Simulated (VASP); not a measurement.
Level of theory: PBE GGA, VASP's PBE PAW potentials (set 64) (plane waves; VASP).

Input for VASP

INCAR:
```
SYSTEM = Nb3Sn
PREC = Accurate; ENCUT = 400; LREAL = F
LASPH = T; KSPACING = 0.6; KGAMMA = T
EDIFF = 1E-6; NELM = 100; ALGO = Normal
LMAXMIX = 4
ISMEAR = 1; SIGMA = 0.1
GGA = PE
ISIF = 2
LWAVE = F; LCHARG = F
```

### POSCAR
```
Nb3Sn
1
    0.0000000000     3.5491460000     3.5491460000
    3.5491460000     0.0000000000     3.5491460000
    3.5491460000     3.5491460000     0.0000000000
Sn Nb
1 3
Direct
  0.0000000000   0.0000000000   0.0000000000
  0.5000000000   0.5000000000   0.5000000000
  0.2500000000   0.2500000000   0.2500000000
  0.7500000000   0.7500000000   0.7500000000
```

POTCAR, in this order: Sn_d Nb_sv (PBE.64 set). Program: vasp_std.

Gaps are read on the run's mesh, which can miss a band edge. Unless said otherwise, spin-orbit coupling is left out, though it shifts the bands of the heavy elements here.

Q: Predict the energy per atom (σ→0), pressure, band gap (on the k-mesh).

A: 
```yaml
energy per atom (σ→0): -8.351 eV/atom
band gap (on the k-mesh): none (metal, semimetal or under 0.01 eV)
pressure: -19.41 GPa
```

File OSZICAR:
```
...
DAV:   8    -0.334088196499E+02    0.22950E-01   -0.28618E-01   393   0.367E+00    0.127E+00
DAV:   9    -0.334050101645E+02    0.38095E-02   -0.10194E-01   376   0.208E+00    0.396E-01
DAV:  10    -0.334036586420E+02    0.13515E-02   -0.19781E-02   361   0.112E+00    0.110E-01
DAV:  11    -0.334038034891E+02   -0.14485E-03   -0.12662E-03   384   0.295E-01    0.284E-02
DAV:  12    -0.334038041410E+02   -0.65197E-06   -0.31613E-04   409   0.975E-02    0.191E-02
DAV:  13    -0.334037950804E+02    0.90606E-05   -0.81781E-05   360   0.561E-02    0.344E-03
DAV:  14    -0.334037944960E+02    0.58441E-06   -0.20768E-06   225   0.105E-02
   1 F= -.33403794E+02 E0= -.33405262E+02  d E =0.440221E-02
```

The structure was generated: Nb3Sn was put into the D03 type (Fm-3m), which need not be its known phase. The cell was not relaxed at this level. The run is one of a series of settings (KGAMMA = .TRUE., KSPACING = 0.6, KPOINTS file removed against the base run), some of them coarse on purpose. The electron count is odd and the run is not spin-polarised, which forces a metal.
